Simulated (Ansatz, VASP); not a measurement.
# ZnAs2C (CuAu-ordered zincblende type (invented)): VASP beside Ansatz, part 2 of 2

One calculation is typed for both programs; each brings its own data sets. How far apart do they land? The cell is generated by rule, not measured, and may not be a known phase. The cell is taken from a series of runs on this material, whose earlier steps may have relaxed, scaled, displaced or heated it; both programs get it as it stands.

VASP 6.6.1 and Ansatz 0.2.0.

So far: The starting structure; VASP: relaxation of cell and atoms, PBEsol.

## (3) Ansatz: relaxation of cell and atoms, PBEsol

Level of this step: Ansatz beside VASP: Kohn-Sham DFT, plane waves, PBEsol (Ansatz).

Ansatz runs on its default PAW (the set named soft_2) files.

The same cell, functional, mesh and smearing now go to Ansatz, which takes its cutoff from its data sets.

input.yaml reads:

```yaml
crystal:
  lattice:
    - [3.4802924301, 0.0, 0.0]
    - [0.0, 3.4802924301, 0.0]
    - [0.0, 0.0, 5.5424376562]
  atoms:
    - { symbol: Zn, position: [0.0, 0.0, 0.0] }
    - { symbol: C, position: [0.5, 0.5, 0.5] }
    - { symbol: As, position: [0.0, 0.5, 0.2986561278] }
    - { symbol: As, position: [0.5, 0.0, 0.7013438722] }
kpoints:
  mp_grid: { grid: [12, 12, 8] }
hamiltonian:
  xc: pbesol
scf:
  occupations: { method: gaussian, width: 0.1 }
output:
  forces: true
  stress: true
  eigenvalues: true
  write_density: true
  write_potential: true
  elf: true
  volumetric_format: npy
relax:
  adjacent_minimum: "off"
  f_tol: 0.005
  max_steps: 80
  cell: { stress_tol: 0.05 }
```

On the command line:

```bash
ansatz run input.yaml --threads 2 --pin off --max-ram 5120MiB --backend cpu --events-out ev --progress --plain --runs-dir out
```

Numbers of over 12 decimals in the logs are rounded to 6 here.

The program printed:

```text
Engine: ansatz 0.2.0, aarch64-unknown-linux-gnu
Pseudopotentials: kind: paw
Pseudopotential: Zn, paw, valence charge 12, recommended cutoff 420 eV (normal), Zn.paw.azcp
Pseudopotential: C, paw, valence charge 4, recommended cutoff 420 eV (normal), C.paw.azcp
Pseudopotential: As, paw, valence charge 15, recommended cutoff 420 eV (normal), As.paw.azcp
Functional definition: PBEsol
  exchange = pbesol_x
  correlation = pbesol_c
Crystal: 4 atoms, lattice volume = 67.132 Å³
Basis set: ecut = 420 eV, 1287 PW (Γ), exchange–correlation on 48×48×80 points (8 copies of the dense FFT grid, shifted against one another)
Bands: 28, of which v1, the nominal top of the filled ones, is band 23 counted from 1 (22 counted from 0)
Symmetry: 8 space group operations
Space group: P-4m2 (ITA 115), of the structure as read, at distance tolerance 4.1e-5 Å
k-points: 140 of 1152 (time reversal used)
Non-local potential: Zn, projectors of the file, l = 0: 2, l = 1: 2, l = 2: 3, l = 3: 1
Non-local potential: C, projectors of the file, l = 0: 2, l = 1: 2, l = 2: 1
Non-local potential: As, projectors of the file, l = 0: 2, l = 1: 2, l = 2: 3, l = 3: 1
PAW form: soft (Blöchl's): semilocal exchange-correlation on the pseudo side does not see the compensation charge
PAW frozen core: Zn, regenerated for the run's functional, and the local potential with it (the file was generated under x = pbe(κ = 0.804, μ = 0.219515), c = pbe(β = 0.066725))
PAW frozen core: C, regenerated for the run's functional, and the local potential with it (the file was generated under x = pbe(κ = 0.804, μ = 0.219515), c = pbe(β = 0.066725))
PAW frozen core: As, regenerated for the run's functional, and the local potential with it (the file was generated under x = pbe(κ = 0.804, μ = 0.219515), c = pbe(β = 0.066725))
PAW one-centre angular grid: Zn, 590 points (default); XC on 64 Gauss nodes
PAW one-centre angular grid: C, 110 points (default); XC on 64 Gauss nodes
PAW one-centre angular grid: As, 590 points (default); XC on 64 Gauss nodes
Initial density: superposition of atomic densities (neutral atoms: chi_scale 0, normalization atom), corrected by the library's trained network
Initial wavefunctions: pseudopotential atomic-orbital guess
Functional: x = pbesol(κ = 0.804, μ = 0.123457), c = pbesol(β = 0.046)
SCF iter   1: F=—  HF=-13151.006907 eV  |F-HF|=—  |Δ(HF+E_count)|=         —  Δρ=8.39e-3  dr2=7.20e-2  ethr=1.77e-3  ⟨swp⟩=5.4  Hψ=16686  notcnv=0
preconditioner: auto → LDOS  [metal: Δε(μ)=0.038 eV  Ē_g=10.230 eV  σ=0.100 eV  W_gap=0.21  n_scr=20 (ndim 8)  ℏωp=23.1 eV  f_vac=0.014  D(μ)=1.12/eV (n_scr^D=2)  β→1.0]
SCF iter   2: F=—  HF=-13150.999291 eV  |F-HF|=—  |Δ(HF+E_count)|=   7.62e-3  Δρ=5.79e-3  dr2=2.83e-2  ethr=1.56e-4  ⟨swp⟩=2.0  Hψ=7260  notcnv=0  defer=80
SCF iter   3: F=—  HF=-13150.993179 eV  |F-HF|=—  |Δ(HF+E_count)|=   6.11e-3  Δρ=3.12e-3  dr2=3.70e-3  ethr=6.14e-5  ⟨swp⟩=2.0  Hψ=5985  notcnv=0  defer=80
SCF iter   4: F=—  HF=-13150.991447 eV  |F-HF|=—  |Δ(HF+E_count)|=   1.73e-3  Δρ=3.67e-4  dr2=9.68e-5  ethr=8.03e-6  ⟨swp⟩=2.0  Hψ=5178  notcnv=0  defer=79
SCF iter   5: F=—  HF=-13150.991457 eV  |F-HF|=—  |Δ(HF+E_count)|=   9.93e-6  Δρ=1.11e-4  dr2=6.45e-6  ethr=2.10e-7  ⟨swp⟩=1.5  Hψ=5173  notcnv=0  defer=44
SCF iter   6: F=—  HF=-13150.991459 eV  |F-HF|=—  |Δ(HF+E_count)|=   2.05e-6  Δρ=1.86e-5  dr2=2.01e-7  ethr=1.40e-8  ⟨swp⟩=2.4  Hψ=5447  notcnv=0  defer=44
SCF iter   7: F=-13150.991459 eV  HF=-13150.991459 eV  |F-HF|=2.75e-8  |Δ(HF+E_count)|=   1.40e-7  Δρ=3.74e-6  dr2=9.97e-9  ethr=2.17e-10  ⟨swp⟩=10.8  Hψ=28310  notcnv=0
SCF 1 converged in 7 iterations: F = -13150.991459 eV  dr2 = 9.97e-9
  greatest PAW one-centre occupation: 0.999 electrons in one spin orbital (limit 2), on the As atom at site 3 (counted from 0), in its partial waves of l = 2
relax step   1: F+E_penalty+E_count = -13150.99145870 eV  Δ(F+E_penalty+E_count) = +0.000e0 eV  max|allowed force component| = 3.017e-1 eV/Å  Δτ_max = 0.0000 Å  P = +0.265 GPa  Ω = 67.132 Å³  (7 SCF iters, dr2 threshold 1.00e-7 eV, accepted)
[...]
relax step   2: F+E_penalty+E_count = -13150.99843010 eV  Δ(F+E_penalty+E_count) = -6.971e-3 eV  max|allowed force component| = 1.370e-1 eV/Å  Δτ_max = 0.0130 Å  P = +0.014 GPa  Ω = 67.250 Å³  energy of the carried Pulay correction = -8.381e-5 eV  (5 SCF iters, dr2 threshold 4.00e-7 eV, accepted)
[...]
relax step   3: F+E_penalty+E_count = -13151.00124732 eV  Δ(F+E_penalty+E_count) = -2.817e-3 eV  max|allowed force component| = 6.193e-3 eV/Å  Δτ_max = 0.0119 Å  P = +0.022 GPa  Ω = 67.220 Å³  energy of the carried Pulay correction = -6.220e-5 eV  (5 SCF iters, dr2 threshold 4.00e-7 eV, accepted)
[...]
relax step   4: F+E_penalty+E_count = -13151.00125285 eV  Δ(F+E_penalty+E_count) = -5.528e-6 eV  max|allowed force component| = 2.189e-3 eV/Å  Δτ_max = 0.0004 Å  P = +0.006 GPa  Ω = 67.228 Å³  energy of the carried Pulay correction = -6.798e-5 eV  (4 SCF iters, dr2 threshold 1.27e-8 eV, accepted)
[...]
relax step   5: F+E_penalty+E_count = -13151.00135724 eV  Δ(F+E_penalty+E_count) = -1.044e-4 eV  max|allowed force component| = 2.132e-3 eV/Å  Δτ_max = 0.0000 Å  P = +0.008 GPa  Ω = 67.228 Å³  stress off target by 1.74e-2 GPa  SCF on the basis re-selected at this cell (its energy is not comparable with the rows above)  (5 SCF iters)
basis re-selected at this cell: Δ(F+E_penalty+E_count) = -1.044e-4 eV, ΔP = +0.002 GPa vs the last step (what re-selecting the basis moved, of the pressure what is left beyond the Pulay correction that the steps carried, after the strain that the cell walked since its last selection, with what the two solves' SCF thresholds leave and, on support functions, any second-order correction that the steps lacked; it is no m [...]
SCF converged after 5 iterations
Free energy (F): -13151.001357 eV
Harris-Foulkes:  -13151.001357 eV  (|F-HF|=2.91e-11)
Internal energy: -13150.995692 eV  (E = F + TS)
E sigma→0 (E₀):  -13150.998525 eV
Entropy (-TS):   -0.005665 eV (-1.416 meV/atom)
Fermi energy:    10.380168 eV
--- Per-component energies (eV) ---
  E_band       = -436.837306
  E_kinetic    = 422.228363
  E_local      = -5252.724498  (includes V_loc(G=0)·N_el)
  E_nonlocal   = -696.930795
  E_hartree    = 2647.680715
  E_xc         = -340.707136
  E_vxc        = -270.267084  (∫ρ·V_xc dr)
  E_paw        = -5468.365173  (= ΣΔE_a)
  E_vpaw       = 65.495787  (= ΣTr[D̂ρ^β])
  E_aug_tail   = -0.000377  (compensation charges beyond the density's cutoff)
  E_ewald      = -4464.928104
  E_core_change = 2.751313  (= ΣΔE_core)
  E_smearing   = -0.005665  (= −TS)
  E_closure    = 0.000000  (closes the sum)
  Σ components = -13151.001357   (vs F -13151.001357, Δ=0.00e0)
--- Forces (eV/Å), atoms counted from 1 ---
  atom   1  Zn     0.00000000     0.00000000     0.00000000
  atom   2  C      0.00000000    -0.00000000    -0.00000000
  atom   3  As    -0.00000000     0.00000000     0.00213232
  atom   4  As    -0.00000000    -0.00000000    -0.00213232
  max |Σ_I F_I| component: 2.15e-16 eV/Å
--- Stress (GPa, compression-positive) ---
        0.017358      -0.000000      -0.000000
       -0.000000       0.017358       0.000000
       -0.000000       0.000000      -0.010850
  P = ⅓ Tr σ = 0.0080 GPa (0.080 kbar)
--- Band table (eV; the first three rows and the last of 140) ---
  k-point 0: bands = [... 19 lower, 5.4680, 8.9821, 9.2360, 10.3905, 11.1457, 11.1457, 13.5046, 13.5046, ... 1 higher]
  k-point 1: bands = [... 19 lower, 5.4997, 8.3049, 9.6526, 10.4092, 10.9266, 10.9266, 13.8027, 13.8027, ... 1 higher]
  k-point 2: bands = [... 19 lower, 5.5790, 7.3556, 9.9355, 10.4330, 10.5104, 10.5104, 14.2545, 14.4377, ... 1 higher]
  k-point 139: bands = [... 19 lower, 5.5145, 5.5687, 5.6836, 5.6836, 13.4710, 13.8431, 14.1982, 14.1982, ... 1 higher]
--- Relaxed structure (4 steps of the walk, 4 accepted, 1 SCFs on fresh bases) ---
  F+E_penalty+E_count = -13151.00135724 eV   max|allowed force component| = 2.132e-3 eV/Å   (the final SCF, on the basis selected at the relaxed cell)
  cell:  # Å, volume = 67.2280 Å³
    - [3.501873, 0, 2.8479085737351005e-18]
    - [0, 3.501873, 0]
    - [4.5353532892725194e-18, 0, 5.482136]
  atoms:
    - { symbol: Zn, position: [0, 0, 0] }
    - { symbol: C, position: [0.5, 0.5, 0.500000] }
    - { symbol: As, position: [2.0204039456061686e-19, 0.5, 0.294085] }
    - { symbol: As, position: [0.5, 0, 0.705915] }
```

In the SCF lines HF is the Harris–Foulkes energy and dr2 the Hartree energy of the density residual, in eV; the loop may stop once dr2 is under the threshold and the program's other checks hold. Hψ counts applications of the Hamiltonian.

## (4) Differences

Known differences besides the potentials themselves: the data sets hold 46 valence electrons in Ansatz (on its default PAW (the set named soft_2) files) and 26 in VASP; the cutoff is 420 eV in Ansatz and 600 eV in VASP; Ansatz makes its cores anew for this functional, VASP keeps those of its PBE data sets; Ansatz adds a Pulay correction to the stress that steers its cell, VASP none. Total energies have different zeros and are not compared.

Both answers:

```tsv
quantity	Ansatz	VASP	difference
volume (Å³)	67.23	67.59	-0.53 %
edge a after relaxation, in the typed setting (Å)	3.502	3.509	-0.19 %
edge c after relaxation, in the typed setting (Å)	5.482	5.490	-0.14 %
```

## (5) Summary of results

```yaml
difference_in_volume_relaxation_of_cell_and_atoms_pbesol: -0.53 %
```

**Reading.** The difference in volume is -0.53 % (relaxation of cell and atoms, PBEsol), within the 1.2 % picked in this series as the mark of a large difference, as far as the stopping tolerances let one tell. The data sets hold unlike numbers of valence electrons (46 in Ansatz and 26 in VASP), so part of the differences comes from the potentials. 1 further run of this series is not shown here. Such differences can come from data sets, numerical settings and the points named under the comparisons, not from the functional's error against experiment.

[Lines on the potential files, build, host, timing and source positions are cut from VASP's logs without a mark.]

[Logs are printed without paths, hosts, clocks, repeated set-up lines and the standing remarks that a program may print on its own settings, such as how far it seeks lower states.]

[Hosts, paths, dates, database ids (printed as entryN), source tags and the programs' standing remarks are cut or masked in the printed files.]
